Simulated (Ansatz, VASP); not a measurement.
**Rh (Rh wire along [111], 13 atoms a period): VASP beside Ansatz**

Aim: how closely do two programs agree when they are given the same cell, functional and k mesh? Of the first pair: The structure shown is the start of the Ansatz relaxation below; VASP solves that cell, so the two are compared at the walk's first step.

Method: plane waves, with VASP 6.6.1 beside it; single point at PBE, in Ansatz 0.2.0.

**1. Set-up**

The cell holds 13 atoms: 13 Rh. Its edges and angles: a = 12.216 Å, b = 11.491 Å, c = 6.634 Å, α = 90.0°, β = 90.0°, γ = 90.0°. Vacuum lies along a and b. The structure's axis is c.

**2. Ansatz: relaxation, PBE**

Ansatz runs on its PAW soft_1 files.

The two programs are compared at the cell with which this relaxation starts, whose forces are those of its first step.

input.yaml

```yaml
crystal:
  lattice:
    - [12.216, 0.0, 0.0]
    - [0.0, 11.491, 0.0]
    - [0.0, 0.0, 6.633754593]
  atoms:
    - { symbol: Rh, position: [0.389170718, 0.295883735, 0.0] }
    - { symbol: Rh, position: [0.500017925, 0.499990117, 0.0] }
    - { symbol: Rh, position: [0.610865132, 0.295883735, 0.0] }
    - { symbol: Rh, position: [0.72171234, 0.499990117, 0.0] }
    - { symbol: Rh, position: [0.389170718, 0.431954656, 0.333333333] }
    - { symbol: Rh, position: [0.500017925, 0.636061037, 0.333333333] }
    - { symbol: Rh, position: [0.610865132, 0.431954656, 0.333333333] }
    - { symbol: Rh, position: [0.389170718, 0.568025577, 0.666666667] }
    - { symbol: Rh, position: [0.500017925, 0.363919196, 0.666666667] }
    - { symbol: Rh, position: [0.610865132, 0.568025577, 0.666666667] }
    - { symbol: Rh, position: [0.27832351, 0.499990117, 0.0] }
    - { symbol: Rh, position: [0.389170718, 0.704096498, 0.0] }
    - { symbol: Rh, position: [0.610865132, 0.704096498, 0.0] }
kpoints:
  mp_grid: { grid: [1, 1, 13] }
scf:
  occupations: { method: fermi_dirac, width: 0.05 }
hamiltonian:
  xc: pbe
  pseudopotentials: { kind: paw, azcp: { folder: soft_1 } }
relax:
  cell: { fix: [a, b, alpha, beta, gamma] }
  max_steps: 45
  f_tol: 0.03
```

Run with:

```bash
$ ansatz run input.yaml --threads 4 --pin off --max-ram 16384MiB --backend cpu --events-out ev --progress --plain --runs-dir out
```

Numbers of over 12 decimals in the logs are rounded to 6 here.

The log of the run:

```text
Engine: ansatz 0.2.0, aarch64-unknown-linux-gnu
Pseudopotentials: kind: paw
Pseudopotential: Rh, paw, valence charge 17, recommended cutoff 420 eV (normal), soft_1/Rh.paw.azcp
Functional definition: PBE
  parameter kappa = 0.804
  parameter beta = 0.066725
  exchange = pbe_x(kappa = kappa, mu = beta*pi^2/3)
  correlation = pbe_c(beta = beta)
Crystal: 13 atoms, lattice volume = 931.207 Å³
Basis set: ecut = 420 eV, 18193 PW (Γ), exchange–correlation on 180×160×90 points (8 copies of the dense FFT grid, shifted against one another)
Bands: 133, of which v1, the nominal top of the filled ones, is band 111 counted from 1 (110 counted from 0)
Symmetry: 4 space group operations
Space group: P2/m (ITA 10), of the structure as read, at distance tolerance 9.8e-5 Å
k-points: 7 of 13
Non-local potential: Rh, projectors of the file, l = 0: 3, l = 1: 2, l = 2: 2, l = 3: 1
PAW form: soft (Blöchl's): semilocal exchange-correlation on the pseudo side does not see the compensation charge
PAW one-centre angular grid: Rh, 590 points (default); XC on 64 Gauss nodes
Initial density: superposition of atomic densities (neutral atoms: chi_scale 0, normalization atom)
Initial wavefunctions: pseudopotential atomic-orbital guess
Functional: x = pbe(κ = 0.804, μ = 0.219515), c = pbe(β = 0.066725)
SCF iter   1: F=—  HF=-83220.543322 eV  |F-HF|=—  |Δ(HF+E_count)|=         —  Δρ=3.75e-2  dr2=2.43e1  ethr=3.10e-3  ⟨swp⟩=8.0  Hψ=3514  notcnv=0  defer=4
preconditioner: auto → LDOS  [metal: Δε(μ)=0.006 eV  Ē_g=3.876 eV  σ=0.050 eV  W_gap=0.03  n_scr=150 (ndim 8)  ℏωp=13.2 eV  f_vac=0.641  D(μ)=54.80/eV (n_scr^D=540)  β→1.0]
SCF iter   2: F=—  HF=-83222.699783 eV  |F-HF|=—  |Δ(HF+E_count)|=    2.16e0  Δρ=5.62e-2  dr2=3.41e1  ethr=3.10e-3  ⟨swp⟩=3.4  Hψ=2507  notcnv=0  defer=36
SCF iter   3: F=—  HF=-83214.843149 eV  |F-HF|=—  |Δ(HF+E_count)|=    7.86e0  Δρ=1.18e-2  dr2=1.47e0  ethr=3.10e-3  ⟨swp⟩=3.0  Hψ=2027  notcnv=0  defer=30
SCF iter   4: F=—  HF=-83214.789577 eV  |F-HF|=—  |Δ(HF+E_count)|=   5.36e-2  Δρ=1.57e-2  dr2=1.45e0  ethr=6.64e-4  ⟨swp⟩=2.0  Hψ=1876  notcnv=0  defer=35
SCF iter   5: F=—  HF=-83214.620139 eV  |F-HF|=—  |Δ(HF+E_count)|=   1.69e-1  Δρ=2.97e-3  dr2=1.13e-1  ethr=6.56e-4  ⟨swp⟩=2.0  Hψ=955  notcnv=0  defer=35
SCF iter   6: F=—  HF=-83214.622087 eV  |F-HF|=—  |Δ(HF+E_count)|=   1.95e-3  Δρ=1.96e-3  dr2=3.51e-2  ethr=5.11e-5  ⟨swp⟩=2.0  Hψ=1380  notcnv=0  defer=35
SCF iter   7: F=—  HF=-83214.620169 eV  |F-HF|=—  |Δ(HF+E_count)|=   1.92e-3  Δρ=8.79e-4  dr2=1.39e-2  ethr=1.59e-5  ⟨swp⟩=1.3  Hψ=917  notcnv=0  defer=35
SCF iter   8: F=—  HF=-83214.620331 eV  |F-HF|=—  |Δ(HF+E_count)|=   1.62e-4  Δρ=5.36e-4  dr2=6.26e-3  ethr=6.27e-6  ⟨swp⟩=1.3  Hψ=974  notcnv=0  defer=35
SCF iter   9: F=—  HF=-83214.620258 eV  |F-HF|=—  |Δ(HF+E_count)|=   7.39e-5  Δρ=3.33e-4  dr2=1.54e-3  ethr=2.83e-6  ⟨swp⟩=1.1  Hψ=897  notcnv=0  defer=35
SCF iter  10: F=—  HF=-83214.620253 eV  |F-HF|=—  |Δ(HF+E_count)|=   4.52e-6  Δρ=1.82e-4  dr2=5.59e-4  ethr=6.95e-7  ⟨swp⟩=1.3  Hψ=898  notcnv=0  defer=35
SCF iter  11: F=—  HF=-83214.620251 eV  |F-HF|=—  |Δ(HF+E_count)|=   1.79e-6  Δρ=7.38e-5  dr2=9.82e-5  ethr=2.53e-7  ⟨swp⟩=1.1  Hψ=934  notcnv=0  defer=35
SCF iter  12: F=—  HF=-83214.620450 eV  |F-HF|=—  |Δ(HF+E_count)|=   1.99e-4  Δρ=5.22e-5  dr2=5.67e-5  ethr=4.44e-8  ⟨swp⟩=1.3  Hψ=937  notcnv=0  defer=35
SCF iter  13: F=—  HF=-83214.620452 eV  |F-HF|=—  |Δ(HF+E_count)|=   1.64e-6  Δρ=2.18e-5  dr2=8.45e-6  ethr=2.57e-8  ⟨swp⟩=1.0  Hψ=896  notcnv=0  defer=35
SCF iter  14: F=—  HF=-83214.620453 eV  |F-HF|=—  |Δ(HF+E_count)|=   1.29e-6  Δρ=1.03e-5  dr2=1.51e-6  ethr=3.82e-9  ⟨swp⟩=1.1  Hψ=956  notcnv=0  defer=35
SCF iter  15: F=—  HF=-83214.620453 eV  |F-HF|=—  |Δ(HF+E_count)|=   5.23e-8  Δρ=4.67e-6  dr2=2.57e-7  ethr=6.83e-10  ⟨swp⟩=1.3  Hψ=1010  notcnv=0  defer=35
SCF iter  16: F=-83214.620453 eV  HF=-83214.620453 eV  |F-HF|=6.23e-9  |Δ(HF+E_count)|=   3.30e-8  Δρ=1.63e-6  dr2=2.13e-8  ethr=4.52e-11  ⟨swp⟩=4.0  Hψ=2939  notcnv=0
SCF 1 converged in 16 iterations: F = -83214.620453 eV  dr2 = 2.13e-8
  greatest PAW one-centre occupation: 1.000 electrons in one spin orbital (limit 2), on the Rh atom at site 1 (counted from 0), in its partial waves of l = 0
relax step   1: F+E_penalty+E_count = -83214.62045311 eV  Δ(F+E_penalty+E_count) = +0.000e0 eV  max|allowed force component| = 1.730e0 eV/Å  Δτ_max = 0.0000 Å  P = -3.669 GPa  Ω = 931.207 Å³  fix = [a, b, alpha, beta, gamma]  reactions: a -3.364, b -3.408 GPa; alpha -0.002 GPa/rad  (16 SCF iters, dr2 threshold 1.00e-7 eV, accepted)
[...]
relax step   4: F+E_penalty+E_count = -83216.36629389 eV  Δ(F+E_penalty+E_count) = -3.401e-2 eV  max|allowed force component| = 6.391e-2 eV/Å  Δτ_max = 0.0182 Å  P = -0.045 GPa  Ω = 892.451 Å³  energy of the carried Pulay correction = +4.083e-3 eV  fix = [a, b, alpha, beta, gamma]  reactions: a -0.067, b -0.074 GPa; alpha -0.004 GPa/rad  (9 SCF iters, dr2 threshold 1.30e-6 eV, accepted)
[...]
relax step   5: F+E_penalty+E_count = -83216.36813040 eV  Δ(F+E_penalty+E_count) = -1.837e-3 eV  max|allowed force component| = 1.023e-2 eV/Å  Δτ_max = 0.0050 Å  P = +0.014 GPa  Ω = 893.760 Å³  energy of the carried Pulay correction = +3.943e-3 eV  fix = [a, b, alpha, beta, gamma]  reactions: a +0.026, b +0.023 GPa; alpha -0.003 GPa/rad  (9 SCF iters, dr2 threshold 2.55e-7 eV, accepted)
[...]
relax step   6: F+E_penalty+E_count = -83216.36268491 eV  Δ(F+E_penalty+E_count) = +5.445e-3 eV  max|allowed force component| = 1.085e-2 eV/Å  Δτ_max = 0.0000 Å  P = +0.023 GPa  Ω = 893.760 Å³  fix = [a, b, alpha, beta, gamma]  reactions: a +0.035, b +0.032 GPa; alpha -0.003 GPa/rad  stress off target by 2.79e-3 GPa on what of the cell is left free  SCF on the basis re-selected at this cell (its energy is not comparable with the rows above)  (9 SCF iters)
basis re-selected at this cell: Δ(F+E_penalty+E_count) = +5.445e-3 eV, ΔP = +0.009 GPa vs the last step (what re-selecting the basis moved, of the pressure what is left beyond the Pulay correction that the steps carried, after the strain that the cell walked since its last selection, with what the two solves' SCF thresholds leave and, on support functions, any second-order correction that the steps lacked; it is no m [...]
SCF converged after 9 iterations
Free energy (F): -83216.362685 eV
Harris-Foulkes:  -83216.362685 eV  (|F-HF|=1.16e-10)
Internal energy: -83215.949222 eV  (E = F + TS)
E sigma→0 (E₀):  -83216.155954 eV
Entropy (-TS):   -0.413463 eV (-31.805 meV/atom)
Fermi energy:    0.815069 eV
--- Per-component energies (eV) ---
  E_band       = -5714.410581
  E_kinetic    = 6972.585493
  E_local      = -120648.272603  (includes V_loc(G=0)·N_el)
  E_nonlocal   = 3915.314465
  E_hartree    = 55538.494928
  E_xc         = -2596.313960
  E_vxc        = -3253.919051  (∫ρ·V_xc dr)
  E_paw        = -46857.700601  (= ΣΔE_a)
  E_vpaw       = -3777.111478  (= ΣTr[D̂ρ^β])
  E_aug_tail   = 0.001021  (compensation charges beyond the density's cutoff)
  E_ewald      = 20459.942035
  E_smearing   = -0.413463  (= −TS)
  E_closure    = 0.000000  (closes the sum)
  Σ components = -83216.362685   (vs F -83216.362685, Δ=0.00e0)
--- Forces (eV/Å), atoms counted from 1 ---
  atom   1  Rh     0.00891663     0.00587413    -0.00015027
  atom   2  Rh     0.00000000     0.00000000     0.00000000
  atom   3  Rh    -0.00891663     0.00587413    -0.00015027
  atom   4  Rh    -0.00562235     0.00000000     0.00000000
  atom   5  Rh     0.00160062     0.00317977     0.01084694
  atom   6  Rh    -0.00000000    -0.00476742     0.01082725
  atom   7  Rh    -0.00160062     0.00317977     0.01084694
  atom   8  Rh     0.00160062    -0.00317977    -0.01084694
  atom   9  Rh     0.00000000     0.00476742    -0.01082725
  atom  10  Rh    -0.00160062    -0.00317977    -0.01084694
  atom  11  Rh     0.00562235    -0.00000000    -0.00000000
  atom  12  Rh     0.00891663    -0.00587413     0.00015027
  atom  13  Rh    -0.00891663    -0.00587413     0.00015027
  max |Σ_I F_I| component: 1.98e-18 eV/Å
--- Stress (GPa, compression-positive) ---
        0.035003      -0.000000      -0.000000
       -0.000000       0.031701       0.003419
       -0.000000       0.003419       0.002792
  P = ⅓ Tr σ = 0.0232 GPa (0.232 kbar)
--- Relaxed structure (5 steps of the walk, 5 accepted, 1 SCFs on fresh bases) ---
  F+E_penalty+E_count = -83216.36268491 eV   max|allowed force component| = 1.085e-2 eV/Å   (the final SCF, on the basis selected at the relaxed cell)
  cell:  # Å, volume = 893.7604 Å³
    - [12.216, 0, 0]
    - [0, 11.491, 0]
    - [0, 0, 6.366991]
  atoms:
    - { symbol: Rh, position: [0.395365, 0.307357, -6.948626317768542e-5] }
    - { symbol: Rh, position: [0.500018, 0.5, 1.1864910980750632e-19] }
    - { symbol: Rh, position: [0.604671, 0.307357, -6.948626317768542e-5] }
    - { symbol: Rh, position: [0.709504, 0.5, 1.1864910980751393e-19] }
    - { symbol: Rh, position: [0.393371, 0.434632, 0.340682] }
    - { symbol: Rh, position: [0.500018, 0.630844, 0.340883] }
    - { symbol: Rh, position: [0.606664, 0.434632, 0.340682] }
    - { symbol: Rh, position: [0.393371, 0.565368, 0.659318] }
    - { symbol: Rh, position: [0.500018, 0.369156, 0.659117] }
    - { symbol: Rh, position: [0.606664, 0.565368, 0.659318] }
    - { symbol: Rh, position: [0.290531, 0.5, 1.1864910980751244e-19] }
    - { symbol: Rh, position: [0.395365, 0.692643, 6.948626317768565e-5] }
    - { symbol: Rh, position: [0.604671, 0.692643, 6.948626317768565e-5] }
```

(Part 1 of 2 ends here.)

[Lines on the potential files, build, host, timing and source positions are cut from VASP's logs without a mark.]

[Logs are printed without paths, hosts, clocks, repeated set-up lines and the standing remarks that a program may print on its own settings, such as how far it seeks lower states.]

[Hosts, paths, dates, database ids (printed as entryN), source tags and the programs' standing remarks are cut or masked in the printed files.]
